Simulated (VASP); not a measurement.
# SnTeS4 (P1) in VASP: relaxation of cell and atoms with PBE

Aim: the relaxation of cell and atoms of SnTeS4 with PBE.

Program: VASP 6.6.1. These are calculated values, not measurements. Logs are shortened: lines on timing, memory, paths and dates and some standing lists are left out, and cuts for length are marked.

## Step 1: Starting point

The typed cell holds 12 atoms: a = 3.749 Å, b = 7.664 Å, c = 14.072 Å, α = 89.31°, β = 88.96°, γ = 118.79°.

The cell was built by a generator and needn't be a form met in nature.

## Step 2: Relaxation of cell and atoms, PBE

File INCAR:

```
SYSTEM = SnTeS4
PREC = Normal ; ENCUT = 520
EDIFF = 1E-5 ; ISMEAR = 0
SIGMA = 0.05 ; LREAL = Auto
LASPH = .TRUE. ; NELM = 80
ALGO = Fast ; ISIF = 3
LWAVE = .FALSE. ; LCHARG = .FALSE.
GGA = PE ; IBRION = 2
NSW = 110 ; EDIFFG = -0.03
ISYM = 0 ; KPAR = 4
```

File KPOINTS:

```
regular mesh
0
G
  5 5 2
  0 0 0
```

File POSCAR:

```
SnTeS4
1.0
    3.7489742800      0.0162170100      0.0345278500
   -3.7208856000      6.7001696700      0.0455588600
    0.1246369200      0.1669079600     14.0705705700
Sn Te S
2 2 8
Direct
    0.9614024000      0.9936382000      0.4988809800
    0.0085893600      0.4986729800      0.5099366900
    0.0561033400      0.0166468400      0.0113394900
    0.0571627800      0.5264697700      0.9936789600
    0.6648821500      0.1741260600      0.8836017400
    0.6734334600      0.6785718500      0.8844696800
    0.6476903300      0.1623322400      0.3862771500
    0.6344119900      0.6659810500      0.3945679600
    0.3418542700      0.3471884800      0.5992358300
    0.3279454400      0.8047613400      0.6113746100
    0.3081005300      0.3180847200      0.1166450300
    0.3683412900      0.8337791000      0.1296984000
```

Potentials or basis: VASP PAW PBE potentials, release 64 (Sn_d, Te, S).

Run with:

```sh
$ cat potpaw_PBE.64/Sn_d/POTCAR potpaw_PBE.64/Te/POTCAR potpaw_PBE.64/S/POTCAR > POTCAR
$ mpirun -np 4 vasp_std > vasp.out
```

OUTCAR:

```text
SYSTEM = SnTeS4
   PREC = Normal
   ENCUT = 520
   EDIFF = 1E-5
   ISMEAR = 0
   LREAL = Auto
   LASPH = .TRUE.
   NELM = 80
   ISIF = 3
   GGA = PE
   IBRION = 2
   NSW = 110
   EDIFFG = -0.03
   ISYM = 0

 ion  position               nearest neighbor table
   1  0.961  0.994  0.499-  10 2.60   7 2.65   8 2.67   7 2.72   9 2.80  10 2.90   2 3.75
   2  0.009  0.499  0.510-   9 2.43   9 2.50  10 2.53   8 2.59   8 2.83   7 2.89   1 3.75
   3  0.056  0.017  0.011-  11 2.54   5 2.65  12 2.77  12 2.78   6 2.93   5 2.93
   4  0.057  0.526  0.994-   6 2.51   6 2.73  11 2.81  12 2.85   5 2.87  11 2.98
   5  0.665  0.174  0.884-   3 2.65   4 2.87   3 2.93
   6  0.673  0.679  0.884-   4 2.51   4 2.73   3 2.93
   7  0.648  0.162  0.386-   1 2.65   1 2.72   2 2.89
   8  0.634  0.666  0.395-   2 2.59   1 2.67   2 2.83
   9  0.342  0.347  0.599-   2 2.43   2 2.50   1 2.80
  10  0.328  0.805  0.611-   2 2.53   1 2.60   1 2.90
  11  0.308  0.318  0.117-   3 2.54   4 2.81   4 2.98
  12  0.368  0.834  0.130-   3 2.77   3 2.78   4 2.85

IMPORTANT INFORMATION: All symmetrisations will be switched off!
NOSYMM: (Re-)initialisation of all symmetry stuff for point group C_1.

----------------------------------------------------------------------------------------

                                     Primitive cell

  volume of cell :     354.2057

  direct lattice vectors                    reciprocal lattice vectors
     3.748974280  0.016217010  0.034527850     0.266138037  0.147825582 -0.004110984
    -3.720885600  6.700169670  0.045558860    -0.000627939  0.148913204 -0.001760876
     0.124636920  0.166907960 14.070570570    -0.000651044 -0.000844914  0.071086113

  length of vectors
     3.749168350  7.664159371 14.072112450     0.304464706  0.148924939  0.071094115

  position of ions in fractional coordinates (direct lattice)
     0.961402400  0.993638200  0.498880980
     0.008589360  0.498672980  0.509936690
     0.056103340  0.016646840  0.011339490
     0.057162780  0.526469770  0.993678960
     0.664882150  0.174126060  0.883601740
     0.673433460  0.678571850  0.884469680
     0.647690330  0.162332240  0.386277150
     0.634411990  0.665981050  0.394567960
     0.341854270  0.347188480  0.599235830
     0.327945440  0.804761340  0.611374610
     0.308100530  0.318084720  0.116645030
     0.368341290  0.833779100  0.129698400

  ion indices of the primitive-cell ions
   primitive index   ion index
                 1           1
                 2           2
                 3           3
                 4           4
                 5           5
                 6           6
                 7           7
                 8           8
                 9           9
                10          10
                11          11
                12          12

----------------------------------------------------------------------------------------

 KPOINTS: regular mesh

Automatic generation of k-mesh.
 Grid dimensions read from file:
 generate k-points for:    5    5    2

 Generating k-lattice:

  Cartesian coordinates                     Fractional coordinates (reciprocal lattice)
     0.053227607  0.029565116 -0.000822197     0.200000000 -0.000000000  0.000000000
    -0.000125588  0.029782641 -0.000352175    -0.000000000  0.200000000 -0.000000000
    -0.000325522 -0.000422457  0.035543056     0.000000000 -0.000000000  0.500000000

  Length of vectors
     0.060892941  0.029784988  0.035547057

  Shift w.r.t. Gamma in fractional coordinates (k-lattice)
     0.000000000  0.000000000  0.000000000

 Subroutine IBZKPT returns following result:
 ===========================================

 Found     26 irreducible k-points:

 Following reciprocal coordinates:
            Coordinates               Weight
  0.000000  0.000000  0.000000      1.000000
  0.200000  0.000000  0.000000      2.000000
  0.400000  0.000000 -0.000000      2.000000
 -0.000000  0.200000  0.000000      2.000000
  0.200000  0.200000  0.000000      2.000000
  0.400000  0.200000 -0.000000      2.000000
[... 16 lines left out ...]
  0.200000  0.400000  0.500000      2.000000
  0.400000  0.400000  0.500000      2.000000
 [... further k-points ...]
   k-points           NKPTS =     26   k-points in BZ     NKDIM =     26   number of bands    NBANDS=     52
   number of dos      NEDOS =    301   number of ions     NIONS =     12
   total plane-waves  NPLWV =  92160
   dimension x,y,z NGX =    24 NGY =   48 NGZ =   80
   dimension x,y,z NGXF=    48 NGYF=   96 NGZF=  160
   ions per type =               2   2   8
   NGX,Y,Z   is equivalent  to a cutoff of  10.64, 10.41,  9.45 a.u.
   NGXF,Y,Z  is equivalent  to a cutoff of  21.28, 20.82, 18.90 a.u.
 SYSTEM =  SnTeS4
   PREC   = normal    normal or accurate (medium, high low for compatibility)
   ISTART =      0    job   : 0-new  1-cont  2-samecut
   ICHARG =      2    charge: 1-file 2-atom 10-const
   ISPIN  =      1    spin polarized calculation?
   LNONCOLLINEAR =      F non collinear calculations
   LSORBIT =      F    spin-orbit coupling
   LASPH  =      T    aspherical Exc in radial PAW
   ENCUT  =  520.0 eV  38.22 Ry    6.18 a.u.   6.97 14.25 26.16*2*pi/ulx,y,z
   NELM   =     80;   NELMIN=  2; NELMDL= -5     # of ELM steps
   EDIFF  = 0.1E-04   stopping-criterion for ELM
   LREAL  =      T    real-space projection
   EDIFFG = -.3E-01   stopping-criterion for IOM
   NSW    =    110    number of steps for IOM
   IBRION =      2    ionic relax: 0-MD 1-quasi-New 2-CG
   NFREE  =      1    steps in history (QN), initial steepest desc. (CG)
   ISIF   =      3    stress and relaxation
   ISYM   =      0    0-nonsym 1-usesym 2-fastsym
   POTIM  = 0.5000    time-step for ionic-motion
   TEBEG  =    0.0;   TEEND  =   0.0 temperature during run
   PSTRESS=    0.0 pullay stress
   NELECT =      88.0000    total number of electrons
   NUPDOWN=      -1.0000    fix difference up-down
   EMIN   =  10.00;   EMAX   =-10.00  energy-range for DOS
   EFERMI =   0.00;   METHOD = LEGACY
   ISMEAR =     0;   SIGMA  =   0.05  broadening in eV -4-tet -1-fermi 0-gaus
   EFERMI_NEDOS =   21; number of points for ismear=-14 and -15
   IALGO  =     68    algorithm
   IMIX   =      4    mixing-type and parameters
     AMIX     =   0.40;   BMIX     =  1.00
     AMIX_MAG =   1.60;   BMIX_MAG =  1.00
  volume/ion in A,a.u.               =      29.52       199.19
  Fermi-wavevector in a.u.,A,eV,Ry     =   1.029162  1.944835 14.410952  1.059175
  Thomas-Fermi vector in A             =   2.163196
   LORBIT       =      0    0 simple, 1 ext, 2 COOP (PROOUT), +10 PAW based schemes
   GGA     = PE    functional components
   LHFCALC =     F    Hartree Fock is set to
   AEXX    =    0.0000 exact exchange contribution
   IVDW    =     0    specifies the selected vdW correction
   LEPSILON=     F    determine dielectric tensor
   LRPA    =     F    only Hartree local field effects (RPA)
 conjugate gradient relaxation of ions
 non-spin polarized calculation
 RMM-DIIS sequential band-by-band and
 Gauss-broadening in eV      SIGMA  =   0.05
  energy-cutoff  :      520.00
  volume of cell :      354.21
 maximum number of plane-waves:      9574
   NGX = 13   NGY = 29   NGZ = 53

--------------------------------------- Ionic step        1  -------------------------------------------

 number of electron      87.9999998 magnetization

 Free energy of the ion-electron system (eV)
  ---------------------------------------------------
  ext. energy  EPLUGINS =         0.00000000
  ---------------------------------------------------
  free energy    TOTEN  =       -47.54035997 eV

  energy without entropy =      -47.54035997  energy(sigma->0) =      -47.54035997

------------------------ aborting loop because EDIFF is reached ----------------------------------------

  FORCE on cell =-STRESS in cart. coord.  units (eV):
  Direction    XX          YY          ZZ          XY          YZ          ZX
  --------------------------------------------------------------------------------------
  -------------------------------------------------------------------------------------
  Total       -2.4227855     -7.0275798     -8.3738683     -0.5318715     -0.1923162     -2.3495889
  in kB      -10.9589772    -31.7878268    -37.8774888     -2.4058124     -0.8699030    -10.6278871
  external PRESSURE =     -26.8747643 kB  Pullay stress =       0.0000000 kB
[... 119 lines left out ...]
  FREE ENERGIE OF THE ION-ELECTRON SYSTEM (eV)
  ---------------------------------------------------
  free  energy   TOTEN  =       -48.2629231130 eV

  energy  without entropy=      -48.2629231130  energy(sigma->0) =      -48.26292311

[... ionic steps 4 to 18 ...]

--------------------------------------- Ionic step       19  -------------------------------------------

 number of electron      87.9999961 magnetization

------------------------ aborting loop because EDIFF is reached ----------------------------------------

  FORCE on cell =-STRESS in cart. coord.  units (eV):
  Direction    XX          YY          ZZ          XY          YZ          ZX
  --------------------------------------------------------------------------------------
  -------------------------------------------------------------------------------------
  Total        0.0133442      0.0341896     -0.0429556     -0.0389549     -0.0134875      0.0914225
  in kB        0.0642555      0.1646313     -0.2068416     -0.1875770     -0.0649456      0.4402212
  external PRESSURE =       0.0073484 kB  Pullay stress =       0.0000000 kB
[... 77 lines left out ...]
  energy  without entropy=      -48.6113063454  energy(sigma->0) =      -48.61130635

--------------------------------------- Ionic step       21  -------------------------------------------

 number of electron      87.9999962 magnetization

 Free energy of the ion-electron system (eV)
  ---------------------------------------------------
  ext. energy  EPLUGINS =         0.00000000
  ---------------------------------------------------
  free energy    TOTEN  =       -48.61158877 eV

  energy without entropy =      -48.61158877  energy(sigma->0) =      -48.61158877

 E-fermi :   3.7422     XC(G=0):  -8.5209

 val. band max:        3.4956458780   @ k =  -0.2000   0.2000   0.5000
 cond. band min:       4.1024282723   @ k =   0.0000  -0.0000   0.5000
 fundamental gap:      0.6067823944
 Fermi energy:         3.7422134127

 k-point     1 :       0.0000    0.0000    0.0000
  band No.  band energies     occupation
      1     -18.2111      2.00000
      2     -18.1504      2.00000
      3     -18.1485      2.00000
      4     -18.1320      2.00000
      5     -18.1288      2.00000
      6     -18.1277      2.00000
[... 1309 lines left out ...]
     51       6.7025      0.00000
     52       6.7959      0.00000

 [... further k-points ...]
[... 5 lines left out ...]
  --------------------------------------------------------------------------------------
  -------------------------------------------------------------------------------------
  Total        0.0268368      0.0415710     -0.0089837     -0.0300185     -0.0100434      0.0588758
  in kB        0.1292425      0.2002010     -0.0432644     -0.1445652     -0.0483679      0.2835385
  external PRESSURE =       0.0953931 kB  Pullay stress =       0.0000000 kB
[... 27 lines left out ...]
  FREE ENERGIE OF THE ION-ELECTRON SYSTEM (eV)
  ---------------------------------------------------
  free  energy   TOTEN  =       -48.6115887719 eV

  energy  without entropy=      -48.6115887719  energy(sigma->0) =      -48.61158877

 reached required accuracy - stopping structural energy minimisation
```

Wall time 15 min (4 MPI ranks of Intel Xeon Platinum 8488C (Sapphire Rapids), shared host); peak memory 0.55 GiB.

Results:

```yaml
Free_energy: -48.6116 eV
Relaxed_volume: 27.72 Å³/atom
Relaxed_cell: a = 3.762 Å, b = 7.520 Å, c = 13.586 Å, α = 88.30°, β = 91.04°, γ = 120.00°
Space_group_after_relaxing_to_0.05_Å: P1 (No. 1)
Energy_gained_by_relaxing: 89.3 meV/atom
Ionic_steps: 21
Pressure_after_relaxing: 0.0 GPa
Largest_force_after_relaxing: 0.029 eV/Å
Band_gap_on_the_k_mesh: 0.61 eV, indirect (least direct gap 0.96 eV)
```

Forces in eV/Å, atoms in the order of the input:
```
Sn   0.006 -0.002  0.000
Sn   0.005 -0.006  0.001
Te   0.006 -0.004 -0.019
Te  -0.002  0.010  0.027
S    0.007  0.004 -0.003
S    0.003 -0.005 -0.008
S   -0.006  0.002  0.000
S    0.001 -0.003  0.011
S    0.002  0.012  0.002
S   -0.001 -0.002 -0.004
S   -0.008  0.006  0.009
S   -0.012 -0.011 -0.016
```

The path:
```csv
step,energy change (eV),largest force (eV/Å),pressure (GPa),volume (Å³)
1,0.0000,2.3063,-2.69,354.21
2,-0.7210,1.0687,1.47,329.34
3,-0.7226,1.0005,1.26,330.33
4,-0.9450,0.7178,-0.07,334.77
5,-0.9651,0.7045,-0.49,336.53
6,-1.0322,0.2856,0.05,333.32
7,-1.0332,0.2657,0.06,332.90
8,-1.0501,0.1505,0.03,332.90
9,-1.0560,0.1687,-0.04,332.89
10,-1.0639,0.1004,0.04,332.40
11,-1.0643,0.0866,0.05,332.29
12,-1.0672,0.0653,-0.03,332.78
13,-1.0681,0.0742,-0.11,333.22
14,-1.0695,0.0565,0.11,332.26
15,-1.0696,0.0458,0.07,332.38
16,-1.0705,0.0714,-0.01,332.83
17,-1.0704,0.0699,-0.07,333.10
18,-1.0705,0.0631,-0.07,332.95
19,-1.0709,0.0361,0.00,332.73
20,-1.0709,0.0403,0.00,332.69
21,-1.0712,0.0288,0.01,332.69
```

Final structure:
```
Sn Te S
1.0
     3.76140    0.00100   -0.03332
    -3.76091    6.51122    0.11044
    -0.12584    0.16219   13.58483
Sn Te S
2 2 8
Direct
  0.98723 0.99558 0.50010
  0.98708 0.49556 0.50028
  0.02017 0.00923 0.00673
  0.02249 0.50604 0.99942
  0.69180 0.18323 0.88814
  0.68008 0.67809 0.88603
  0.65270 0.16758 0.39290
  0.65190 0.66750 0.39284
  0.32129 0.32282 0.60749
  0.32170 0.82328 0.60751
  0.35012 0.33264 0.11776
  0.36335 0.83872 0.12051
```

Levels at points of the mesh, in eV from the valence-band top:
| k point | band 40 | band 41 | band 42 | band 43 | band 44 | band 45 | band 46 | band 47 | band 48 | band 49 |
| --- | --- | --- | --- | --- | --- | --- | --- | --- | --- | --- |
| (0.00, 0.00, 0.00) | -1.16 | -1.11 | -1.11 | -1.11 | -0.78 | 0.64 | 0.74 | 1.25 | 1.63 | 1.65 |
| (0.00, 0.00, 0.50) | -1.23 | -1.17 | -1.11 | -1.11 | -0.60 | 0.61 | 0.67 | 1.29 | 1.63 | 1.65 |

Caveat: spin-orbit coupling is left out, which moves the levels of the heavy elements; an odd mesh through Γ misses points on the zone boundary, where band edges often lie.
